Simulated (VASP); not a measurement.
**TiS (space group P-6m2): computed properties**

Calculation: PBEsol GGA, VASP's PBE PAW potentials (set 64) (plane waves; VASP).

```json
{
  "space_group": "P-6m2 (187)",
  "cell": "a = b = 3.2195 Å, c = 3.1855 Å, α = β = 90.00°, γ = 120.00°",
  "volume_per_atom": "14.30 Å³/atom",
  "band gap (over mesh and band path)": "none (metal, semimetal or under 0.01 eV)",
  "density": "4.64 g/cm³"
}
```

```yaml
crystal:
  lattice:
    - [3.21951, 0.00000, 0.00000]
    - [-1.60976, 2.78818, 0.00000]
    - [0.00000, 0.00000, 3.18548]
  atoms:
    - { symbol: Ti, position: [0.66667, 0.33333, 0.00000] }
    - { symbol: S, position: [0.00000, 0.00000, 0.50000] }
```

The structure comes from a computed database's TiS entry (P-6m2); how it stands against other phases isn't given here. It was relaxed first. Symmetry was kept, so distortions that lower it aren't found.
